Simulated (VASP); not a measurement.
Calculation: PBE GGA, VASP's PBE PAW potentials (set 64) (plane waves; VASP).

The input files of a VASP run:

**POSCAR**
```
PbO
1
    4.0014420911     0.0000000000     0.0000000000
    0.0000000000     4.0014420911     0.0000000000
    0.0000000000     0.0000000000     3.2740060012
Pb O
2 2
Direct
  0.5000000000   0.0000000000   0.6668022973
  0.0000000000   0.5000000000   0.3331977027
  0.5000000000   0.5000000000   1.0000000000
  1.0000000000   0.0000000000   1.0000000000
```

**INCAR**
```
SYSTEM = PbO
PREC = Accurate
ENCUT = 620
EDIFF = 1E-6
NELM = 100
ALGO = Normal
LREAL = .FALSE.
LASPH = .TRUE.
ISMEAR = 1
SIGMA = 0.1
GGA = PE
LMAXMIX = 4
LWAVE = .FALSE.
LCHARG = .FALSE.
IBRION = 2
ISIF = 3
NSW = 40
EDIFFG = -0.02
PSTRESS = 450
```

File KPOINTS:
```
Automatic mesh
0
Gamma
8 8 9
0 0 0
```

POTCAR, in this order: Pb_d O (PBE.64 set). Program: vasp_std.

Q: What will the output report for the number of irreducible k-points (NKPTS), largest plane-wave count, number of space-group operations, FFT grid (NGX, NGY, NGZ)?

A: 
The number of irreducible k-points (NKPTS) is 75. The largest plane-wave count comes out as 1859, the number of space-group operations comes out as 16 and the FFT grid (NGX, NGY, NGZ) comes out as 32 × 32 × 28.

The compound is PbO in the litharge structure. This run relaxes it under an external pressure of 45 GPa. Symmetry was kept, so distortions that lower it aren't found.
